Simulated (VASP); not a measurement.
Input of a VASP 6.6.1 run:

Contents of INCAR:

```
SYSTEM = Si3Ge4S14
PREC     = Accurate       ! precision mode
ENCUT    = 520            ! plane-wave cutoff, eV
EDIFF    = 1E-6           ! SCF threshold, eV
ISMEAR   = -1             ! smearing method
SIGMA    = 0.05           ! smearing width, eV
LREAL    = Auto         
LASPH    = .True.         ! aspherical terms in the spheres
NELM     = 100            ! most SCF steps
ALGO     = Normal         ! electronic algorithm
ISIF     = 2              ! what is computed and relaxed
LWAVE    = .False.        ! write WAVECAR
LCHARG   = .False.        ! write CHGCAR
GGA      = PE             ! functional
IVDW     = 12             ! dispersion correction
NBANDS   = 92             ! bands
ISYM     = 0
```

The input KPOINTS:

```
Automatic mesh
0
Gamma
  1 1 1
  0.25 0.25 0.25
```

File POSCAR:

```
Si3Ge4S14
1.0
    8.0188790000      0.2111490000     -0.3179740000
    0.2111490000      8.0318190000     -0.0335780000
   -0.3179740000     -0.0335780000      8.3953550000
Si S Ge
3 14 4
Direct
    0.7665837570      0.5031331603      0.6566463132
   -0.0125363745      0.7672536338      0.9015805289
    0.1869386791      0.3548600817      0.1294854275
    0.5420968961      0.8830016810      0.2691016817
    0.7804248057      0.5728762895      0.8945018808
    0.1782003022      0.2612732920      0.9046282257
    0.7759502649      0.8702076704      0.1707553573
    0.2546374328      0.5920231179      0.1900936929
    0.5091981528      0.4674643813      0.5814217853
    0.5719257530      0.0787442638      0.8342731897
    0.6847576158      0.2968895065      0.2408322309
    0.1938257666      0.2063326034      0.3338269544
    0.7991396430      0.0897311118      0.7313891575
    0.3999108299      0.0668636974      0.6417561134
    0.2657476039      0.7079372755      0.8207278842
    0.9022215574      0.8644125224      0.6608821475
    0.9738306256      0.4778794631      0.5433234278
    0.5069283887      0.1567626517      0.3791966896
    0.3438009631      0.7543246487      0.5470925864
    0.8783434253      0.1198164591      0.1140463470
    0.4426451305      0.4726920886      0.9438136562
```

Potentials or basis: VASP PAW PBE potentials, release 64 (Si, S, Ge_d).

Command:

```sh
$ cat potpaw_PBE.64/Si/POTCAR potpaw_PBE.64/S/POTCAR potpaw_PBE.64/Ge_d/POTCAR > POTCAR
$ mpirun -np 1 vasp_std > vasp.out
```

**Question.** What does it give for the pressure?

**Answer.** -1.7 GPa.

**Question.** Predict the largest force.

**Answer.** 0.881 eV/Å.

**Question.** Estimate the band gap on the k mesh.

**Answer.** 1.02 eV, direct.

Stress tensor (GPa, compression positive):
```
-3.20  0.23  0.50
 0.23 -1.31 -0.44
 0.50 -0.44 -0.67
```
